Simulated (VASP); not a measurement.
```
CdSe
1.0
    2.18861    -3.79078     0.00000
    2.18861     3.79078     0.00000
    0.00000     0.00000     7.13559
Cd Se
2 2
Direct
  0.66667   0.33333   0.50006
  0.33333   0.66667   0.00006
  0.66667   0.33333   0.87594
  0.33333   0.66667   0.37594
```

Calculation: optB88-vdW, VASP's PBE PAW potentials (set 64) (plane waves; VASP). Settings: 520 eV cut-off, 5×5×3 Γ-centred mesh, Gaussian smearing of 0.050 eV, potentials Cd Se.

### Question
Estimate the energy per atom (σ→0).

### Answer

```
Item                          Result
---------------------  -------------
energy per atom (σ→0)  -256 meV/atom
```

Only differences to runs with the same potentials and settings are physical.

The compound is CdSe in the wurtzite structure. It was relaxed first, which changed the volume by +5 %. The start is the result of an earlier pass.
